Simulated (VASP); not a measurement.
Output of a VASP run:

OSZICAR:
```
...
DAV:   5    -0.103318939658E+02    0.74272E+01   -0.54187E+01   890   0.268E+01    0.438E+00
DAV:   6    -0.870503363472E+01    0.16269E+01   -0.85821E+00   572   0.336E+01    0.189E+00
DAV:   7    -0.918377373753E+01   -0.47874E+00   -0.83434E-01   749   0.124E+01    0.148E+00
DAV:   8    -0.953488976928E+01   -0.35112E+00   -0.72790E-01   554   0.688E+00    0.119E+00
DAV:   9    -0.949293496785E+01    0.41955E-01   -0.35112E+00   657   0.120E+01    0.171E+00
DAV:  10    -0.938973649037E+01    0.10320E+00   -0.76707E-01   769   0.916E+00    0.106E+00
DAV:  11    -0.973652172263E+01   -0.34679E+00   -0.90326E-01   605   0.765E+00    0.202E+00
DAV:  12    -0.938647574408E+01    0.35005E+00   -0.17012E+00   543   0.123E+01    0.442E-01
DAV:  13    -0.924696017774E+01    0.13952E+00   -0.58498E-01   662   0.856E+00    0.949E-01
DAV:  14    -0.923833995686E+01    0.86202E-02   -0.35289E-02   587   0.215E+00    0.718E-01
DAV:  15    -0.922410892100E+01    0.14231E-01   -0.17991E-03   625   0.590E-01    0.692E-01
DAV:  16    -0.920680452075E+01    0.17304E-01   -0.33162E-03   541   0.918E-01    0.782E-01
DAV:  17    -0.921249828508E+01   -0.56938E-02   -0.25003E-04   574   0.230E-01    0.779E-01
DAV:  18    -0.920937670156E+01    0.31216E-02   -0.27189E-03   660   0.529E-01    0.878E-01
DAV:  19    -0.924256863662E+01   -0.33192E-01   -0.20867E-02   524   0.228E+00    0.484E-01
DAV:  20    -0.925057983185E+01   -0.80112E-02   -0.21142E-03   746   0.664E-01    0.293E-01
DAV:  21    -0.924374846778E+01    0.68314E-02   -0.14798E-03   542   0.520E-01    0.223E-01
DAV:  22    -0.926364255900E+01   -0.19894E-01   -0.10771E-02   565   0.168E+00    0.197E-01
DAV:  23    -0.926258312649E+01    0.10594E-02   -0.27587E-04   538   0.225E-01    0.174E-01
DAV:  24    -0.926249009461E+01    0.93032E-04   -0.31010E-04   530   0.214E-01    0.105E-01
DAV:  25    -0.926438690898E+01   -0.18968E-02   -0.33363E-04   522   0.322E-01    0.696E-02
DAV:  26    -0.926492452282E+01   -0.53761E-03   -0.20527E-04   666   0.167E-01    0.293E-02
DAV:  27    -0.926506046649E+01   -0.13594E-03   -0.77356E-05   761   0.884E-02    0.138E-02
DAV:  28    -0.926512276312E+01   -0.62297E-04   -0.30643E-05   632   0.538E-02    0.686E-03
DAV:  29    -0.926513816850E+01   -0.15405E-04   -0.12494E-05   724   0.311E-02    0.499E-03
DAV:  30    -0.926514156345E+01   -0.33950E-05   -0.17952E-05   602   0.313E-02    0.100E-02
DAV:  31    -0.926514003670E+01    0.15267E-05   -0.34394E-06   723   0.180E-02    0.500E-03
DAV:  32    -0.926513896175E+01    0.10749E-05   -0.19877E-06   530   0.179E-02    0.355E-03
DAV:  33    -0.926513990072E+01   -0.93897E-06   -0.33211E-07   516   0.612E-03
   1 F= -.92651399E+01 E0= -.92651399E+01  d E =-.926514E+01
       N       E                     dE             d eps       ncg     rms          rms(c)
DAV:   1    -0.926549834247E+01   -0.35938E-03   -0.58544E-03   524   0.555E-01    0.107E-01
DAV:   2    -0.926525148181E+01    0.24686E-03   -0.14731E-03   760   0.311E-01    0.490E-02
DAV:   3    -0.926568860861E+01   -0.43713E-03   -0.23952E-03   569   0.391E-01    0.321E-02
DAV:   4    -0.926538926985E+01    0.29934E-03   -0.37933E-03   709   0.500E-01    0.407E-02
DAV:   5    -0.926521844010E+01    0.17083E-03   -0.31613E-04   630   0.218E-01    0.193E-02
DAV:   6    -0.926517223451E+01    0.46206E-04   -0.10394E-04   763   0.957E-02    0.498E-03
DAV:   7    -0.926520331846E+01   -0.31084E-04   -0.73999E-05   548   0.103E-01    0.298E-03
DAV:   8    -0.926520420774E+01   -0.88928E-06   -0.61818E-06   553   0.365E-02
   2 F= -.92652042E+01 E0= -.92652042E+01  d E =-.643070E-04
```

File OUTCAR:
```
------------------------ aborting loop because EDIFF is reached ----------------------------------------
  FORCE on cell =-STRESS in cart. coord.  units (eV):
  Direction    XX          YY          ZZ          XY          YZ          ZX
  --------------------------------------------------------------------------------------
  Total        0.0179597      0.0179597      0.0179597      0.0000000      0.0000000     -0.0000000
  in kB        0.8854200      0.8854200      0.8854200      0.0000000      0.0000000     -0.0000000
  external PRESSURE =       0.8854200 kB  Pullay stress =       0.0000000 kB
  volume of cell :       32.50
      direct lattice vectors                 reciprocal lattice vectors
     0.000000000  2.532855952  2.532855952    -0.197405620  0.197405620  0.197405620
     2.532855952  0.000000000  2.532855952     0.197405620 -0.197405620  0.197405620
     2.532855952  2.532855952  0.000000000     0.197405620  0.197405620 -0.197405620
  FREE ENERGIE OF THE ION-ELECTRON SYSTEM (eV)
  ---------------------------------------------------
  free  energy   TOTEN  =        -9.2652042077 eV

  energy  without entropy=       -9.2652042077  energy(sigma->0) =       -9.26520421

 reached required accuracy - stopping structural energy minimisation
```
(Selected blocks of OUTCAR.)

### POSCAR
```
LiCl
1
   -0.0000000000     2.5307882786     2.5307882786
    2.5307882786    -0.0000000000     2.5307882786
    2.5307882786     2.5307882786    -0.0000000000
Li Cl
1 1
Direct
  0.0000000000   0.0000000000   0.0000000000
  0.5000000000   0.5000000000   0.5000000000
```

**Question.** Reconstruct the remaining input files.

**Answer.** Several could match; the one computed here: the input of the run itself, revTPSS meta-GGA, plane waves, VASP's PBE PAW potentials (set 64).

**KPOINTS**
```
Regular mesh
0
gamma
8 8 8
```

INCAR:
```
ALGO = Normal
EDIFF = 1E-6
EDIFFG = -0.01
ENCUT = 520
IBRION = 2
ISIF = 3
ISMEAR = 0
LASPH = .TRUE.
LCHARG = .FALSE.
LMIXTAU = .TRUE.
LREAL = .FALSE.
LWAVE = .FALSE.
METAGGA = RTPSS
NELM = 100
NSW = 60
PREC = Accurate
SIGMA = 0.05
SYSTEM = LiCl
```

POTCAR, in this order: Li_sv Cl (PBE.64 set). Program: vasp_std.

The compound is LiCl in the rock salt structure. This run relaxes it. Symmetry was kept, so distortions that lower it aren't found. The start is the result of an earlier pass.
